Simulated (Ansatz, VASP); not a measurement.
## Cross-check of Si85Ge9 (amorphous Si0.9Ge0.1) between VASP and Ansatz

One calculation is typed for both programs; each brings its own data sets. How far apart do they land? Of the first pair: The cell is taken from a series of runs on this material, whose earlier steps may have relaxed, scaled, displaced or heated it; both programs get it as it stands.

Program: Ansatz 0.2.0. Level of theory: plane waves, with VASP 6.6.1 beside it; single point at PBE. Results are calculated unless marked as measured.

## Step 1: Starting point

The cell holds 94 atoms: 85 Si and 9 Ge. Its edges and angles: a = 12.402 Å, b = 12.402 Å, c = 12.402 Å, α = 90.0°, β = 90.0°, γ = 90.0°. As first built, before any earlier steps moved the atoms (in the runner's words): 94 atoms (85 Si, 9 Ge) placed at random at 2.65 g/cm^3, melted at 3500 K for 10 ps at fixed volume with the Tersoff potential (Tersoff, Phys. Rev. B 39, 5566 (1989)). Quenched from 3500 K to 700 K at 3 K/ps and fixed volume, held 5 ps.

## Step 2: VASP: single point, PBE, pair 1

A single point gives forces, pressure and levels at one fixed geometry, so differences don't come from the geometry; what else differs is listed under the comparison.

Lines of VASP's logs that name or quote its potential files are left out, and so is its time.

Input file INCAR:

```
SYSTEM = Si85Ge9
PREC = Accurate
ENCUT = 500
EDIFF = 1E-06
NELM = 120
ISMEAR = 0
SIGMA = 0.025
LREAL = Auto
ALGO = Normal
GGA = PE
NBANDS = 304
LORBIT = 11
LWAVE = .FALSE.
LCHARG = .FALSE.
ISIF = 2
LASPH = .TRUE.
GGA_COMPAT = .FALSE.
NCORE = 2
```

Input file POSCAR:

```
Si85Ge9
1.0
   12.4022000000      0.0000000000      0.0000000000
    0.0000000000     12.4022000000      0.0000000000
    0.0000000000      0.0000000000     12.4022000000
Si Ge
85 9
Direct
    0.8891900000      0.0109600000      0.7620800000
    0.8287600000      0.0960600000      0.3542200000
    0.6065300000      0.2940400000      0.4248400000
    0.9929100000      0.4544900000      0.4205600000
    0.6368700000      0.2886900000      0.2288200000
    0.5276500000      0.8660700000      0.6660700000
    0.2509500000      0.4747900000      0.8584700000
    0.2312900000      0.1082000000      0.0940900000
    0.7198100000      0.5606800000      0.3497800000
    0.4727700000      0.7044700000      0.2076000000
    0.6805700000      0.1543300000      0.6512600000
    0.1230700000      0.7095700000      0.3048800000
    0.3716500000      0.1670000000      0.2118900000
    0.9231700000      0.9488000000      0.4484000000
    0.9518900000      0.5098600000      0.8198400000
    0.7671100000      0.4206900000      0.2440300000
    0.1845900000      0.1873000000      0.7334000000
    0.4201500000      0.4187200000      0.7786200000
    0.3844800000      0.8653800000      0.1576800000
    0.0963300000      0.4167800000      0.7499400000
    0.9368500000      0.7825800000      0.3306100000
    0.3664900000      0.4520800000      0.1208700000
    0.8660800000      0.1385400000      0.0508000000
    0.3911000000      0.7148200000      0.9124400000
    0.8229700000      0.4225100000      0.7031200000
    0.1325400000      0.4744600000      0.5481000000
    0.4682300000      0.2977200000      0.1399100000
    0.8804200000      0.1666500000      0.8637700000
    0.1480400000      0.9117800000      0.6555700000
    0.6059300000      0.4851200000      0.4834900000
[... 58 atom lines left out ...]
    0.0591300000      0.2513500000      0.8609200000
    0.4132000000      0.0150700000      0.4470000000
    0.9543800000      0.2979000000      0.1171500000
    0.6894100000      0.1483800000      0.1121100000
    0.0833100000      0.0327900000      0.3780500000
    0.4312900000      0.7126900000      0.3958800000
```

Input file KPOINTS:

```
Automatic mesh
0
Gamma
1 1 1
0 0 0
```

The projector-augmented-wave data sets are Si and Ge_d (PBE family, release 64).

The run is started by

```sh
$ mpirun -np 8 vasp_gam
```

Numbers of over 12 decimals in the logs are rounded to 6 here.

Output:

```text
[banner, memory and clock lines left out]
running    8 mpi-ranks, on    1 nodes
[...]
LDA part: xc-table for (Slater+PW92), standard interpolation
 POSCAR, INCAR and KPOINTS ok, starting setup
[...]
entering main loop
       N       E                     dE             d eps       ncg     rms          rms(c)
DAV:   1     0.654130967025E+04    0.65413E+04   -0.15984E+05   664   0.206E+03
DAV:   2     0.963105055853E+03   -0.55782E+04   -0.53284E+04   608   0.557E+02
DAV:   3    -0.317125262527E+03   -0.12802E+04   -0.11749E+04   736   0.198E+02
DAV:   4    -0.476436855777E+03   -0.15931E+03   -0.15264E+03   800   0.717E+01
[...]
DAV:  17    -0.474407360532E+03   -0.49826E-05   -0.11364E-05   632   0.531E-03    0.503E-03
DAV:  18    -0.474407361562E+03   -0.10305E-05   -0.10659E-06   488   0.221E-03    0.270E-03
DAV:  19    -0.474407361710E+03   -0.14802E-06   -0.81025E-07   416   0.134E-03
   1 F= -.47440736E+03 E0= -.47440698E+03  d E =-.771900E-03
```

From OUTCAR (step 2):

```text
  FREE ENERGIE OF THE ION-ELECTRON SYSTEM (eV)
  ---------------------------------------------------
  free  energy   TOTEN  =      -474.4073617104 eV

  energy  without entropy=     -474.4065898106  energy(sigma->0) =     -474.40697576
```

The run ends at a pressure of 1.51 GPa, with forces up to 3.0 eV/Å.

## Step 3: Ansatz: single point, PBE, pair 1

Ansatz runs on its default PAW (the set named soft_2) files.

The same cell, functional, mesh and smearing now go to Ansatz, which takes its cutoff from its data sets.

Input file input.yaml:

```yaml
crystal:
  lattice:
    - [12.4022, 0.0, 0.0]
    - [0.0, 12.4022, 0.0]
    - [0.0, 0.0, 12.4022]
  atoms:
    - { symbol: Si, position: [0.88919, 0.01096, 0.76208] }
    - { symbol: Si, position: [0.82876, 0.09606, 0.35422] }
    - { symbol: Si, position: [0.60653, 0.29404, 0.42484] }
    - { symbol: Si, position: [0.99291, 0.45449, 0.42056] }
    - { symbol: Si, position: [0.63687, 0.28869, 0.22882] }
    - { symbol: Si, position: [0.52765, 0.86607, 0.66607] }
    - { symbol: Si, position: [0.25095, 0.47479, 0.85847] }
    - { symbol: Si, position: [0.23129, 0.1082, 0.09409] }
    - { symbol: Si, position: [0.71981, 0.56068, 0.34978] }
    - { symbol: Si, position: [0.47277, 0.70447, 0.2076] }
    - { symbol: Si, position: [0.68057, 0.15433, 0.65126] }
    - { symbol: Si, position: [0.12307, 0.70957, 0.30488] }
    - { symbol: Si, position: [0.37165, 0.167, 0.21189] }
    - { symbol: Si, position: [0.92317, 0.9488, 0.4484] }
    - { symbol: Si, position: [0.95189, 0.50986, 0.81984] }
    - { symbol: Si, position: [0.76711, 0.42069, 0.24403] }
    - { symbol: Si, position: [0.18459, 0.1873, 0.7334] }
    - { symbol: Si, position: [0.42015, 0.41872, 0.77862] }
    - { symbol: Si, position: [0.38448, 0.86538, 0.15768] }
    - { symbol: Si, position: [0.09633, 0.41678, 0.74994] }
    - { symbol: Si, position: [0.93685, 0.78258, 0.33061] }
    - { symbol: Si, position: [0.36649, 0.45208, 0.12087] }
    - { symbol: Si, position: [0.86608, 0.13854, 0.0508] }
    - { symbol: Si, position: [0.3911, 0.71482, 0.91244] }
    - { symbol: Si, position: [0.82297, 0.42251, 0.70312] }
    - { symbol: Si, position: [0.13254, 0.47446, 0.5481] }
    - { symbol: Si, position: [0.46823, 0.29772, 0.13991] }
    - { symbol: Si, position: [0.88042, 0.16665, 0.86377] }
    - { symbol: Si, position: [0.14804, 0.91178, 0.65557] }
    - { symbol: Si, position: [0.60593, 0.48512, 0.48349] }
[... 58 atom lines left out ...]
    - { symbol: Ge, position: [0.05913, 0.25135, 0.86092] }
    - { symbol: Ge, position: [0.4132, 0.01507, 0.447] }
    - { symbol: Ge, position: [0.95438, 0.2979, 0.11715] }
    - { symbol: Ge, position: [0.68941, 0.14838, 0.11211] }
    - { symbol: Ge, position: [0.08331, 0.03279, 0.37805] }
    - { symbol: Ge, position: [0.43129, 0.71269, 0.39588] }
kpoints:
  mp_grid: { grid: [1, 1, 1] }
hamiltonian:
  xc: pbe
scf:
  occupations: { method: gaussian, width: 0.025 }
output:
  forces: true
  stress: true
  populations: true
  dos:
    method: { smearing: { sigma: 0.08 } }
    de: 0.1
    projected: { site_lists: { Ge: [Ge], Si: [Si] } }
  eigenvalues: true
```

The run is started by

```sh
$ ansatz run input.yaml --threads 4 --pin off --max-ram 8192MiB --backend cpu --events-out ev --progress --plain --runs-dir out
```

Output:

```text
Engine: ansatz 0.2.0, aarch64-unknown-linux-gnu
Pseudopotentials: kind: paw
Pseudopotential: Si, paw, valence charge 4, recommended cutoff 420 eV (normal), Si.paw.azcp
Pseudopotential: Ge, paw, valence charge 14, recommended cutoff 420 eV (normal), Ge.paw.azcp
Functional definition: PBE
  parameter kappa = 0.804
  parameter beta = 0.066725
  exchange = pbe_x(kappa = kappa, mu = beta*pi^2/3)
  correlation = pbe_c(beta = beta)
Crystal: 94 atoms, lattice volume = 1907.639 Å³
Basis set: ecut = 420 eV, 37385 PW (Γ), exchange–correlation on 180×180×180 points (8 copies of the dense FFT grid, shifted against one another)
Bands: 327, of which v1, the nominal top of the filled ones, is band 233 counted from 1 (232 counted from 0)
Symmetry: 1 space group operations
Space group: P1 (ITA 1), of the structure as read, at distance tolerance 1.2e-4 Å
k-points: 1
Non-local potential: Si, projectors of the file, l = 0: 2, l = 1: 2, l = 2: 2
Non-local potential: Ge, projectors of the file, l = 0: 2, l = 1: 2, l = 2: 3, l = 3: 1
PAW form: soft (Blöchl's): semilocal exchange-correlation on the pseudo side does not see the compensation charge
PAW one-centre angular grid: Si, 110 points (default); XC on 64 Gauss nodes
PAW one-centre angular grid: Ge, 590 points (default); XC on 64 Gauss nodes
Initial density: superposition of atomic densities (neutral atoms: chi_scale 0, normalization atom), corrected by the library's trained network
Initial wavefunctions: pseudopotential atomic-orbital guess
Functional: x = pbe(κ = 0.804, μ = 0.219515), c = pbe(β = 0.066725)
SCF iter   1: F=—  HF=-92671.522486 eV  |F-HF|=—  |Δ(HF+E_count)|=         —  Δρ=4.11e-3  dr2=1.17e0  ethr=1.77e-3  ⟨swp⟩=6.0  Hψ=1435  notcnv=0  defer=41
preconditioner: auto → Resta (q_TF=auto, 2.157 Å⁻¹)  ε∞=5.7  [insulator: Δε(μ)=0.155 eV  Ē_g=7.631 eV  σ=0.025 eV  W_gap=1.00  n_scr=340 (ndim 8)  ℏωp=16.5 eV  f_vac=0.003  D(μ)=0.01/eV (n_scr^D=0)  ε∞_Penn≈5.7]
SCF iter   2: F=—  HF=-92671.377590 eV  |F-HF|=—  |Δ(HF+E_count)|=   1.45e-1  Δρ=2.15e-3  dr2=2.09e-1  ethr=2.52e-4  ⟨swp⟩=2.0  Hψ=378  notcnv=0  defer=72
SCF iter   3: F=—  HF=-92671.348127 eV  |F-HF|=—  |Δ(HF+E_count)|=   2.95e-2  Δρ=5.49e-4  dr2=1.03e-2  ethr=4.49e-5  ⟨swp⟩=2.0  Hψ=355  notcnv=0  defer=85
SCF iter   4: F=—  HF=-92671.348987 eV  |F-HF|=—  |Δ(HF+E_count)|=   8.59e-4  Δρ=2.48e-4  dr2=2.95e-3  ethr=2.21e-6  ⟨swp⟩=2.0  Hψ=470  notcnv=0  defer=85
SCF iter   5: F=—  HF=-92671.349207 eV  |F-HF|=—  |Δ(HF+E_count)|=   2.20e-4  Δρ=9.47e-5  dr2=4.81e-4  ethr=6.32e-7  ⟨swp⟩=2.0  Hψ=470  notcnv=0  defer=85
SCF iter   6: F=—  HF=-92671.349432 eV  |F-HF|=—  |Δ(HF+E_count)|=   2.25e-4  Δρ=4.44e-5  dr2=1.32e-4  ethr=1.03e-7  ⟨swp⟩=2.0  Hψ=347  notcnv=0  defer=85
SCF iter   7: F=—  HF=-92671.349484 eV  |F-HF|=—  |Δ(HF+E_count)|=   5.27e-5  Δρ=1.83e-5  dr2=1.55e-5  ethr=2.83e-8  ⟨swp⟩=2.0  Hψ=470  notcnv=0  defer=85
SCF iter   8: F=—  HF=-92671.350350 eV  |F-HF|=—  |Δ(HF+E_count)|=   8.66e-4  Δρ=6.80e-6  dr2=2.31e-6  ethr=3.32e-9  ⟨swp⟩=2.0  Hψ=555  notcnv=0  defer=85
SCF iter   9: F=—  HF=-92671.350353 eV  |F-HF|=—  |Δ(HF+E_count)|=   2.39e-6  Δρ=2.23e-6  dr2=2.96e-7  ethr=4.95e-10  ⟨swp⟩=2.0  Hψ=470  notcnv=0  defer=85
SCF iter  10: F=-92671.350353 eV  HF=-92671.350353 eV  |F-HF|=2.58e-8  |Δ(HF+E_count)|=   3.24e-7  Δρ=7.56e-7  dr2=2.78e-8  ethr=2.15e-11  ⟨swp⟩=14.0  Hψ=1938  notcnv=0
SCF 1 converged in 10 iterations: F = -92671.350353 eV  dr2 = 2.78e-8
  greatest PAW one-centre occupation: 0.998 electrons in one spin orbital (limit 2), on the Ge atom at site 92 (counted from 0), in its partial waves of l = 2
SCF converged after 10 iterations
Free energy (F): -92671.350353 eV
Harris-Foulkes:  -92671.350353 eV  (|F-HF|=2.58e-8)
Internal energy: -92671.349585 eV  (E = F + TS)
E sigma→0 (E₀):  -92671.349969 eV
Entropy (-TS):   -0.000768 eV (-0.008 meV/atom)
Fermi energy:    6.568423 eV
--- Per-component energies (eV) ---
  E_band       = -1077.065690
  E_kinetic    = 4412.116071
  E_local      = -33408.882344  (includes V_loc(G=0)·N_el)
  E_nonlocal   = 5968.764740
  E_hartree    = 14753.950599
  E_xc         = -5365.261042
  E_vxc        = -4546.076885  (∫ρ·V_xc dr)
  E_paw        = -61750.913222  (= ΣΔE_a)
  E_vpaw       = -3010.888569  (= ΣTr[D̂ρ^β])
  E_aug_tail   = 0.003217  (compensation charges beyond the density's cutoff)
  E_ewald      = -17281.127605
  E_smearing   = -0.000768  (= −TS)
  E_closure    = -0.000000  (closes the sum)
  Σ components = -92671.350353   (vs F -92671.350353, Δ=0.00e0)
--- Forces (eV/Å), atoms counted from 1 ---
  atom   1  Si    -1.18755260    -0.24876884    -0.10082438
  atom   2  Si    -0.61315261     0.52416516     0.19334287
  atom   3  Si    -0.48352502     0.76138852    -0.88358267
  atom   4  Si    -0.62842496     0.64519602     0.14875153
  atom   5  Si    -0.56017523     0.64565814     0.84260824
  atom   6  Si    -0.11001744     0.36998843     0.19701490
[...]
atom  34  Si    -0.93758470    -0.12115356     0.78046583
  atom  35  Si    -0.15929996     0.72205507     0.22519684
  atom  36  Si    -0.52505419     0.67625493    -0.17607226
  atom  37  Si     0.37242793     0.81664896     1.81212885
  atom  38  Si     0.18364567    -0.21428276     0.09173094
  atom  39  Si    -0.02076653     0.22748166    -0.51167249
  atom  40  Si    -0.10735378     0.19786778     0.10367435
  atom  41  Si     0.31646033    -1.04524661    -0.46632075
  atom  42  Si     1.02996311     0.25243959    -0.09537762
  atom  43  Si    -0.53987697    -0.01935244     0.88645829
  atom  44  Si     0.55580342    -0.34437507     0.45020953
  atom  45  Si     0.41700404     0.65288396     0.46116580
  atom  46  Si    -0.14502599    -0.30218844     0.31504031
  atom  47  Si     0.31435207    -0.01203559    -0.46461296
  atom  48  Si     0.95813838    -0.60132705     0.34709452
  atom  49  Si    -0.57667253    -0.77134819    -0.14443642
  atom  50  Si     0.15043438     0.04813441     0.92774009
  atom  51  Si    -0.12553146    -0.77335908    -0.99111433
[...]
atom  87  Ge    -1.33393891     0.02775584     1.05834391
  atom  88  Ge     0.12136343    -0.61264285     0.06161514
  atom  89  Ge    -0.10708626    -0.01873754     0.12423156
  atom  90  Ge    -0.18222019     0.18276213    -1.07446318
  atom  91  Ge     0.39456673     0.03810532    -0.39130895
  atom  92  Ge    -0.60515861    -0.70838390    -0.08769475
  atom  93  Ge     1.45807986    -0.35255280    -0.10842383
  atom  94  Ge    -0.78873727    -0.45735079    -0.18141986
  max |Σ_I F_I| component: 2.09e-5 eV/Å
--- Stress (GPa, compression-positive) ---
        2.154216       0.172257      -1.706596
        0.172257      -0.034893       0.450995
       -1.706596       0.450995       2.683435
  P = ⅓ Tr σ = 1.6009 GPa (16.009 kbar)
--- Band table (eV) ---
  k-point 0: bands = [... 229 lower, 6.2505, 6.4108, 6.4905, 6.5210, 6.6159, 6.6457, 6.7691, 6.9445, ... 90 higher]
--- Löwdin populations: 94 sites ---
  site symbol       q [e]
     0     Si      3.9598
     1     Si      3.9715
     2     Si      3.9471
     3     Si      3.9611
     4     Si      3.9538
     5     Si      3.9327
     6     Si      3.9417
     7     Si      3.9242
     8     Si      3.9645
     9     Si      3.9713
    10     Si      3.9041
    11     Si      3.9320
    12     Si      3.8971
    13     Si      3.9628
    14     Si      3.9423
    15     Si      3.9128
    16     Si      3.9216
    17     Si      3.9852
    18     Si      3.9566
    19     Si      3.9549
    20     Si      3.9455
    21     Si      3.9558
    22     Si      3.9160
    23     Si      3.9459
[...]
86     Ge     14.0249
    87     Ge     14.0866
    88     Ge     14.0185
    89     Ge     14.0260
    90     Ge     14.0366
    91     Ge     14.0163
    92     Ge     13.9420
    93     Ge     14.0273
  spilling = 0.009045 (of n_electrons = 466.000000)
```

The column dr2 measures how far the density is from self-consistency, as an energy; F and HF (Harris–Foulkes) agree once it is small.

## Step 4: Differences

Known differences besides the potentials themselves: the cutoff is 420 eV in Ansatz and 500 eV in VASP (PREC = Accurate, projectors in real space). Total energies have different zeros and are not compared.

Both answers:

```
              quantity  Ansatz   VASP  difference
        pressure (GPa)    1.60   1.51       +0.09
gap on the k mesh (eV)   0.095  0.095       0.000
```

Forces on 9 of the 94 atoms, those with the largest forces and the largest differences (eV/Å; atoms numbered as in POSCAR):

```
atom        Ansatz x, y, z          VASP x, y, z
Si19  0.728, -0.696, 2.529  0.728, -0.695, 2.519
Si27  1.006, 0.266, -1.413  1.000, 0.264, -1.406
Si37   0.372, 0.817, 1.812   0.373, 0.813, 1.813
Si50   0.150, 0.048, 0.928   0.156, 0.038, 0.926
Si64  1.911, -1.519, 0.068  1.908, -1.518, 0.066
Si70  -1.914, 0.455, 0.069  -1.914, 0.454, 0.066
Si74  0.855, 0.053, -2.888  0.851, 0.048, -2.875
Si75  -0.181, 0.523, 0.677  -0.193, 0.516, 0.679
Ge87  -1.334, 0.028, 1.058  -1.329, 0.029, 1.049
```

The forces differ by 3.8 meV/Å r.m.s., which is 0.6 % of the r.m.s. force of 0.670 eV/Å (both taken over all components). A gap on the mesh is an upper bound, since the band edges may lie between its points.

## Step 5: VASP: single point, PBE, pair 2

With cell and atoms fixed, the geometry can't cause a difference; cores, projectors, grids and the points listed under the comparison can.

INCAR: that of step 2 with these lines changed.

```diff
@@ -17,2 +17,3 @@
 GGA_COMPAT = .FALSE.
+EFERMI = MIDGAP
 NCORE = 2
```

Input file POSCAR:

```
Si85Ge9
1.0
   12.4022000000      0.0000000000      0.0000000000
    0.0000000000     12.4022000000      0.0000000000
    0.0000000000      0.0000000000     12.4022000000
Si Ge
85 9
Direct
    0.8926500000      0.0089200000      0.7613100000
    0.8247400000      0.1004300000      0.3504600000
    0.6021500000      0.2978400000      0.4135400000
    0.0051400000      0.4762700000      0.4416600000
    0.6365600000      0.2989500000      0.2261000000
    0.5028100000      0.8548500000      0.6840900000
    0.2542800000      0.4947700000      0.8615900000
    0.2300000000      0.1073100000      0.0734500000
    0.7266100000      0.5555600000      0.3600900000
    0.4829200000      0.7069000000      0.2140700000
    0.6708600000      0.1659800000      0.6481900000
    0.1212600000      0.7155400000      0.3124900000
    0.3649800000      0.1606000000      0.1988200000
    0.9267500000      0.9560800000      0.4399500000
    0.9531700000      0.5182900000      0.8136800000
    0.7825200000      0.4194800000      0.2422900000
    0.1779100000      0.1961300000      0.7201700000
    0.4212600000      0.4293600000      0.7950300000
    0.3980500000      0.8670400000      0.1673200000
    0.1099300000      0.4338700000      0.7547000000
    0.9440000000      0.7881900000      0.3391600000
    0.3693100000      0.4512100000      0.1311400000
    0.8693600000      0.1388000000      0.0368000000
    0.4000400000      0.7187000000      0.9225200000
    0.8365800000      0.4257200000      0.6941200000
    0.1508400000      0.4578900000      0.5662500000
    0.4725500000      0.2946200000      0.1261700000
    0.8799800000      0.1758200000      0.8521700000
    0.1502600000      0.9100000000      0.6458900000
    0.6106500000      0.4782700000      0.4893300000
[... 58 atom lines left out ...]
    0.0541500000      0.2667000000      0.8455300000
    0.4106500000      0.0086200000      0.4338500000
    0.9686800000      0.2894000000      0.0992300000
    0.6910200000      0.1432200000      0.1135100000
    0.1068100000      0.0229700000      0.3755200000
    0.4214900000      0.7009700000      0.4003700000
```

KPOINTS is that of step 2.

The run is started by

```sh
$ mpirun -np 8 vasp_gam
```

Output:

```text
[... set-up lines as in an earlier step ...]
 entering main loop
       N       E                     dE             d eps       ncg     rms          rms(c)
DAV:   1     0.635640198814E+04    0.63564E+04   -0.16187E+05   696   0.205E+03
DAV:   2     0.946649198927E+03   -0.54098E+04   -0.51469E+04   608   0.562E+02
DAV:   3    -0.321301179684E+03   -0.12680E+04   -0.11664E+04   728   0.198E+02
DAV:   4    -0.483193748317E+03   -0.16189E+03   -0.15523E+03   792   0.714E+01
[...]
DAV:  16    -0.481720113737E+03   -0.28745E-05   -0.22946E-06   544   0.326E-03    0.326E-03
DAV:  17    -0.481720114931E+03   -0.11940E-05   -0.10338E-06   424   0.195E-03    0.140E-03
DAV:  18    -0.481720114978E+03   -0.46857E-07   -0.21847E-07   376   0.113E-03
   1 F= -.48172011E+03 E0= -.48172011E+03  d E =-.783104E-25
```

Parts of OUTCAR (step 5):

```text
  FREE ENERGIE OF THE ION-ELECTRON SYSTEM (eV)
  ---------------------------------------------------
  free  energy   TOTEN  =      -481.7201149781 eV

  energy  without entropy=     -481.7201149781  energy(sigma->0) =     -481.72011498
```

The run ends at a pressure of 1.20 GPa, with forces up to 0.030 eV/Å.

(Continued in part 2 of 2.)

[Lines on the potential files, build, host, timing and source positions are cut from VASP's logs without a mark.]

[Logs are printed without paths, hosts, clocks, repeated set-up lines and the standing remarks that a program may print on its own settings, such as how far it seeks lower states.]

[Hosts, paths, dates, database ids (printed as entryN), source tags and the programs' standing remarks are cut or masked in the printed files.]
